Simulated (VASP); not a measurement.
VASP ran on this input.

### POSCAR
```
PtTe2
1
    2.0983293442    -3.6344126123     0.0000000000
    2.0983293442     3.6344126123     0.0000000000
    0.0000000000     0.0000000000     5.8544893245
Te Pt
2 1
Direct
  0.3333330000   0.6666670000   0.2452295763
  0.6666670000   0.3333330000   0.7547704237
  0.0000000000   0.0000000000   0.0000000000
```

### INCAR
```
AGGAC = 0.0
ALGO = Normal
EDIFF = 1E-7
ENCUT = 520
GGA = ML
ISIF = 2
ISMEAR = -5
LASPH = .TRUE.
LCHARG = .TRUE.
LEFG = .TRUE.
LMAXMIX = 6
LORBIT = 11
LREAL = .FALSE.
LUSE_VDW = .TRUE.
LWAVE = .FALSE.
NEDOS = 601
NELM = 100
PREC = Accurate
SYSTEM = PtTe2
ZAB_VDW = -1.8867
```

**KPOINTS**
```
Automatic mesh
0
G
  10 10 6
0 0 0
```

POTCAR, in this order: Te Pt (PBE.64 set). Program: vasp_std.

Question: Translate this vdW-DF2 calculation to Quantum ESPRESSO's pw.x.

Answer: One equivalent input (not run):
```
&CONTROL
  calculation = 'scf'
  pseudo_dir = './pseudo'
  outdir = './out'
  tprnfor = .true.
  tstress = .true.
/
&SYSTEM
  ibrav = 0
  nat = 3
  ntyp = 2
  ecutwfc = 84
  occupations = 'tetrahedra'
  input_dft = 'vdw-df2'
/
&ELECTRONS
  conv_thr = 7.3e-09
  electron_maxstep = 100
/
ATOMIC_SPECIES
  Te 127.600 Te.upf
  Pt 195.084 Pt.upf
CELL_PARAMETERS angstrom
     2.0983293   -3.6344126    0.0000000
     2.0983293    3.6344126    0.0000000
     0.0000000    0.0000000    5.8544893
ATOMIC_POSITIONS crystal
  Te   0.3333330  0.6666670  0.2452296
  Te   0.6666670  0.3333330  0.7547704
  Pt   0.0000000  0.0000000  0.0000000
K_POINTS automatic
  10 10 6 0 0 0
```
Limits of the translation: the potentials are each code's own (VASP's PAW set, PseudoDojo norm-conserving files in pw.x), so ENCUT and ecutwfc are chosen apart and not converted; conv_thr bounds pw.x's estimated SCF error, while EDIFF bounds the energy change between steps; the field gradients of LEFG aren't asked of the other code.

The compound is PtTe2 in the 1T layered structure. It was relaxed first, which changed the volume by +22 %.
